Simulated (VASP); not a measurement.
OSZICAR of a VASP run on CoSi2 (fluorite):

**OSZICAR**
```
       N       E                     dE             d eps       ncg     rms          rms(c)
DAV:   1     0.752431118900E+02    0.75243E+02   -0.71382E+03  1352   0.136E+03
DAV:   2    -0.121182598189E+02   -0.87361E+02   -0.81876E+02  1376   0.257E+02
DAV:   3    -0.162947205411E+02   -0.41765E+01   -0.39899E+01  1756   0.644E+01
DAV:   4    -0.163897265302E+02   -0.95006E-01   -0.94686E-01  1608   0.933E+00
DAV:   5    -0.163926173332E+02   -0.28908E-02   -0.28927E-02  1804   0.172E+00    0.138E+01
DAV:   6    -0.195233181701E+02   -0.31307E+01   -0.35449E+01  1676   0.129E+02    0.165E+01
DAV:   7    -0.151293955276E+02    0.43939E+01   -0.15372E+01  1784   0.102E+02    0.335E+00
DAV:   8    -0.151441292827E+02   -0.14734E-01   -0.90187E-01  1584   0.774E+00    0.178E+00
DAV:   9    -0.151136782893E+02    0.30451E-01   -0.99253E-02  1708   0.680E+00    0.395E-01
DAV:  10    -0.151135294813E+02    0.14881E-03   -0.55999E-03  1696   0.908E-01    0.674E-02
DAV:  11    -0.151135263371E+02    0.31442E-05   -0.34197E-04  2048   0.339E-01    0.381E-02
DAV:  12    -0.151135315025E+02   -0.51654E-05   -0.21471E-05  1496   0.508E-02    0.188E-02
DAV:  13    -0.151135281288E+02    0.33738E-05   -0.26182E-06  2116   0.182E-02    0.405E-03
DAV:  14    -0.151135273374E+02    0.79140E-06   -0.26357E-07  1352   0.672E-03    0.248E-03
DAV:  15    -0.151135281156E+02   -0.77821E-06   -0.71997E-08   892   0.586E-03    0.846E-04
DAV:  16    -0.151135283881E+02   -0.27254E-06   -0.41790E-08   804   0.176E-03    0.146E-04
DAV:  17    -0.151135283952E+02   -0.71068E-08   -0.56934E-09   752   0.119E-03
   1 F= -.15113528E+02 E0= -.15113528E+02  d E =0.000000E+00
```

Which electronic solver shows in the log?

It is blocked Davidson (ALGO = Normal, or the opening steps of other solvers). The INCAR had ALGO = Normal.

How was spin treated?

Without spin polarisation: there is no mag entry.

Can the final energy be trusted as converged?

Self-consistency was reached. It stopped with EDIFF = 1E-7, NELM = 100 (rev-vdW-DF2, plane waves, VASP's PBE PAW potentials (set 64)).

The compound is CoSi2 in the fluorite structure. It was relaxed first. The run is not spin-polarised, so no magnetic state was tried. The electron count is odd and the run is not spin-polarised, which forces a metal.
